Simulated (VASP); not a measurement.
Here is the system:

```xyz
2
Lattice="0.0000 2.3951 2.3951 2.3951 0.0000 2.3951 2.3951 2.3951 0.0000" Properties=species:S:1:pos:R:3 pbc="T T T"
Hf     0.0000     0.0000     0.0000
B      2.3951     2.3951     2.3951
```

All values below come from PBEsol GGA, VASP's PBE PAW potentials (set 64) (plane waves; VASP). Settings: 520 eV cut-off, Gaussian smearing of 0.050 eV, potentials Hf_pv B.

Unless said otherwise, spin-orbit coupling is left out, though it shifts the bands of the heavy elements here.

### Question
What does the run give for the band gap (along the path) with the smallest direct gap where there is one?

### Answer

The band gap (along the path) is none (metal, semimetal or under 0.01 eV).

The structure was generated: HfB was put into the rock salt type (Fm-3m), which need not be its known phase. It was relaxed first, which changed the volume by -37 %. The electron count is odd and the run is not spin-polarised, which forces a metal.
